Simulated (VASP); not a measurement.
Method: vdW-DF2, VASP's PBE PAW potentials (set 64) (plane waves; VASP 6.6.1).

VASP ran on this input.

**KPOINTS**
```
Automatic mesh
0
Gamma
11 11 11
0 0 0
```

**INCAR**
```
SYSTEM = GaSb
PREC = Accurate; ENCUT = 520; LREAL = .FALSE.
LASPH = .TRUE.
EDIFF = 1E-7; NELM = 100; ALGO = Normal
LMAXMIX = 4
ISMEAR = -5
GGA = ML; LUSE_VDW = .TRUE.; AGGAC = 0.0
ZAB_VDW = -1.8867
ISIF = 2
LWAVE = .FALSE.; LCHARG = .TRUE.; LORBIT = 11
NEDOS = 601
```

File POSCAR:
```
GaSb
1
   -0.0000000000     3.2068187291     3.2068187291
    3.2068187291     0.0000000000     3.2068187291
    3.2068187291     3.2068187291     0.0000000000
Ga Sb
1 1
Direct
  0.0000000000   0.0000000000   0.0000000000
  0.2500000000   0.2500000000   0.2500000000
```

POTCAR, in this order: Ga_d Sb (PBE.64 set). Program: vasp_std.

Unless said otherwise, spin-orbit coupling is left out, though it shifts the bands of the heavy elements here.

### Question
Estimate the energy per atom (σ→0), band gap (on the k-mesh).

### Answer

- energy per atom (σ→0) = -697 meV/atom
- band gap (on the k-mesh) = none (metal, semimetal or under 0.01 eV)

OSZICAR:
```
...
DAV:   7    -0.139316784686E+01    0.19400E-01   -0.78788E-02  1636   0.215E+00    0.287E-01
DAV:   8    -0.139294335894E+01    0.22449E-03   -0.57100E-03  1789   0.827E-01    0.650E-02
DAV:   9    -0.139302000810E+01   -0.76649E-04   -0.79773E-04  1595   0.327E-01    0.370E-02
DAV:  10    -0.139303533597E+01   -0.15328E-04   -0.88582E-05  1596   0.918E-02    0.761E-03
DAV:  11    -0.139303611371E+01   -0.77774E-06   -0.87231E-06  1781   0.244E-02    0.636E-03
DAV:  12    -0.139303652348E+01   -0.40976E-06   -0.14258E-06  1657   0.108E-02    0.116E-03
DAV:  13    -0.139303653561E+01   -0.12139E-07   -0.80308E-08  1014   0.342E-03
   1 F= -.13930365E+01 E0= -.13930365E+01  d E =0.000000E+00
```

The compound is GaSb in the zinc blende structure. It was relaxed first, which changed the volume by +16 %.
